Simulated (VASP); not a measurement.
Here is the system:

```
CELL_PARAMETERS angstrom
      2.86000     0.00000     0.00000
      0.00000     2.86000     0.00000
      0.00000     0.00000     2.86000
ATOMIC_POSITIONS crystal
  Al 0.50000 0.50000 0.50000
  Co 0.00000 0.00000 0.00000
```

Method: PBE GGA, VASP's PBE PAW potentials (set 64) (plane waves; VASP). Numerical set-up: 400 eV cut-off, 10×10×10 Γ-centred mesh, first-order Methfessel-Paxton smearing of 0.10 eV, potentials Al Co.

### Question
Estimate the energy per atom (σ→0), pressure, band gap (on the k-mesh) with the smallest direct gap where there is one.

### Answer

- band gap (on the k-mesh) = none (metal, semimetal or under 0.01 eV)
- energy per atom (σ→0) = -5.995 eV/atom
- pressure = -1.92 GPa

Total energies compare only between runs with the same potentials, cut-off and functional.

The compound is CoAl in the CsCl type structure. The cell was not relaxed at this level. The run is not spin-polarised, so no magnetic state was tried.
